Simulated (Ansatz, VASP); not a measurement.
BaLiF3 in VASP and in Ansatz

INCAR

```
PREC     = Accurate       # precision mode
ENCUT    = 520            # plane-wave cutoff, eV
EDIFF    = 1E-7           # SCF threshold, eV
ISMEAR   = 0              # smearing method
SIGMA    = 0.05           # smearing width, eV
LREAL    = False          # projectors in reciprocal space
LASPH    = True           # aspherical terms in the spheres
NELM     = 100            # most SCF steps
ALGO     = Normal         # electronic algorithm
ISIF     = 2              # what is computed and relaxed
LWAVE    = False          # write WAVECAR
LCHARG   = False          # write CHGCAR
GGA      = CA             # functional
NBANDS   = 25             # bands
```

Contents of KPOINTS:

```
regular mesh
0
Gamma
  6 6 6
```

The input POSCAR:

```
BaLiF3
1.0
    3.8689241908      0.0000000000      0.0000000000
    0.0000000000      3.8689241908      0.0000000000
    0.0000000000      0.0000000000      3.8689241908
Ba Li F
1 1 3
Direct
    0.0000000000      0.0000000000      0.0000000000
    0.5000000000      0.5000000000      0.5000000000
    0.0000000000      0.5000000000      0.5000000000
    0.5000000000      0.5000000000      0.0000000000
    0.5000000000      0.0000000000      0.5000000000
```

Input for Ansatz:

```yaml
crystal:
  lattice:
    - [3.8689241908, 0.0, 0.0]
    - [0.0, 3.8689241908, 0.0]
    - [0.0, 0.0, 3.8689241908]
  atoms:
    - { symbol: Ba, position: [0.0, 0.0, 0.0] }
    - { symbol: Li, position: [0.5, 0.5, 0.5] }
    - { symbol: F, position: [0.0, 0.5, 0.5] }
    - { symbol: F, position: [0.5, 0.5, 0.0] }
    - { symbol: F, position: [0.5, 0.0, 0.5] }
basis:
  ecutwfc: 420
kpoints:
  mp_grid: { grid: [6, 6, 6] }
hamiltonian:
  xc: lda
scf:
  occupations: { method: gaussian, width: 0.05 }
output:
  forces: true
  stress: true
  eigenvalues: true
```

Change from the starting cell: strain -0.030 along x and y, -0.030 along z, atoms carried along.

Alike in both runs: task single point; functional LDA; k mesh 6 × 6 × 6; occupations gaussian, width 0.05 eV; no spin polarisation.

|  | VASP | Ansatz |
| --- | --- | --- |
| version | VASP 6.6.1 | Ansatz 0.2.0 |
| potentials or method | VASP PAW LDA potentials, release 64 (Ba_sv, Li_sv, F) | scalar-relativistic, plane waves, PAW |
| plane-wave cutoff (eV) | 520 | 420 |
| valence electrons in the cell | 34 | 34 |

|  | VASP | Ansatz | Ansatz less VASP |
| --- | --- | --- | --- |
| gap on the k mesh at the Fermi level (eV) | 6.58 | 6.69 | +0.108 |
| least direct gap on the mesh (eV) | 6.58 | 6.69 | +0.108 |

Caveats: spin-orbit coupling is left out, which moves the levels of the heavy elements. A k mesh can miss the band edges.
